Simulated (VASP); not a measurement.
Calculation: PBE GGA, VASP's PBE PAW potentials (set 64) (plane waves; VASP).

The input files of a VASP run:

### KPOINTS
```
Automatic mesh
0
Gamma
5 5 4
0 0 0
```

### INCAR
```
SYSTEM = SnO
PREC = Normal
ENCUT = 520
EDIFF = 1E-6
NELM = 100
ALGO = Normal
LREAL = .FALSE.
LASPH = .TRUE.
ISMEAR = 0
SIGMA = 0.05
GGA = PE
LMAXMIX = 4
LWAVE = .FALSE.
LCHARG = .FALSE.
ISIF = 2
```

### POSCAR
```
SnO
1
    3.8760000000     0.0000000000     0.0000000000
    0.0000000000     3.8760000000     0.0000000000
    0.0000000000     0.0000000000     4.9368000000
Sn O
2 2
Direct
  0.5000000000   0.0000000000   0.7620000000
  0.0000000000   0.5000000000   0.2380000000
  0.5000000000   0.5000000000   0.0000000000
  0.0000000000   0.0000000000   0.0000000000
```

POTCAR, in this order: Sn_d O (PBE.64 set). Program: vasp_std.

### Question
What will the output report for the number of irreducible k-points (NKPTS), number of bands (NBANDS), largest plane-wave count, number of space-group operations, FFT grid (NGX, NGY, NGZ)?

### Answer

```json
{
  "number of irreducible k-points (NKPTS)": "18",
  "number of bands (NBANDS)": "24",
  "largest_plane_wave_count": "2016",
  "number_of_space_group_operations": "16",
  "FFT grid (NGX, NGY, NGZ)": "24 × 24 × 28"
}
```

The compound is SnO in the litharge structure. The cell was not relaxed at this level. The run is one of a series of settings (PREC = Normal against the base run), some of them coarse on purpose.
